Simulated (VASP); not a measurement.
Consider the following.

```
CELL_PARAMETERS angstrom
      0.00000     2.25751     2.25751
      2.25751     0.00000     2.25751
      2.25751     2.25751     0.00000
ATOMIC_POSITIONS crystal
  Be 0.00000 0.00000 0.00000
  S  0.25000 0.25000 0.25000
```

Computed with PBEsol GGA, VASP's PBE PAW potentials (set 64) (plane waves; VASP). Settings: 500 eV cut-off, 10×10×10 Γ-centred mesh, Gaussian smearing of 0.050 eV, potentials Be S.

Q: Predict the energy per atom (σ→0), pressure, band gap (on the k-mesh) with the smallest direct gap where there is one.

A: 
```
Item                                         Result
-----------------------------------  --------------
band gap (on the k-mesh)                    2.34 eV
smallest direct gap (on the k-mesh)         5.40 eV
energy per atom (σ→0)                -5.070 eV/atom
pressure                                  29.89 GPa
```

The absolute energy has meaning only against runs of the same code, potentials and settings.

The compound is BeS in the zinc blende structure. It was relaxed first under an external pressure of 30 GPa.
